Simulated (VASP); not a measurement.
```
ZnS
1.0
    1.90462    -3.29890     0.00000
    1.90462     3.29890     0.00000
    0.00000     0.00000     6.24152
Zn S
2 2
Direct
  0.66667   0.33333   0.50020
  0.33333   0.66667   0.00020
  0.66667   0.33333   0.87480
  0.33333   0.66667   0.37480
```

These are r2SCAN meta-GGA, VASP's PBE PAW potentials (set 64) (plane waves; VASP) values and carry that method's errors. Numerical set-up: 520 eV cut-off, 6×6×3 Γ-centred mesh, Gaussian smearing of 0.050 eV, potentials Zn S.

Estimate the energy per atom (σ→0), band gap (on the k-mesh) with the smallest direct gap where there is one.

The band gap (on the k-mesh) is 2.79 eV, the smallest direct gap (on the k-mesh) is 2.79 eV and the energy per atom (σ→0) is -9.430 eV/atom.

The compound is ZnS in the wurtzite structure, the high-temperature form. It was relaxed first. The start is the result of an earlier pass.
